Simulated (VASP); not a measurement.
A run of VASP 6.6.1 is set up as follows.

File INCAR:

```
PREC = Accurate
ENCUT = 520
EDIFF = 1E-6
ISMEAR = 0
SIGMA = 0.05
LREAL = False
LASPH = True
NELM = 100
ALGO = Normal
ISIF = 2
LWAVE = False
LCHARG = True
ISPIN = 2
MAGMOM = 0 0
LORBIT = 11
LMAXMIX = 4
LDAU = True
LDAUTYPE = 2
LDAUL = 2 -1
LDAUU = 3 0
LDAUJ = 0 0
LDAUPRINT = 1
GGA = PS
LELF = True
LVHAR = True
```

File KPOINTS:

```
regular mesh
0
Gamma
  6 6 6
```

The input POSCAR:

```
RuSe
1.0
    3.1876923100      0.0000000000      0.0000000000
    0.0000000000      3.1876923100      0.0000000000
    0.0000000000      0.0000000000      3.1876923100
Ru Se
1 1
Direct
    0.0000000000      0.0000000000      0.0000000000
    0.5000000000      0.5000000000      0.5000000000
```

Potentials or basis: VASP PAW PBE potentials, release 64 (Ru_pv, Se).

The run is started by

```sh
$ cat potpaw_PBE.64/Ru_pv/POTCAR potpaw_PBE.64/Se/POTCAR > POTCAR
$ mpirun -np 1 vasp_std > vasp.out
```

Q: Estimate the net moment.

A: 0.00 μB per cell.

Q: Predict the band gap on the k mesh.

A: None (metal or under the smearing width).

Q: Predict the pressure.

A: -16.1 GPa.

Eigenvalues of the final occupation matrices:
```tsv
site	spin	trace	eigenvalues
site 1 d	1	3.07	0.57 0.57 0.64 0.64 0.64
site 1 d	2	3.07	0.57 0.57 0.64 0.64 0.64
```

Caveat: the PAW data sets were made with another functional, which shifts forces and pressure a little.
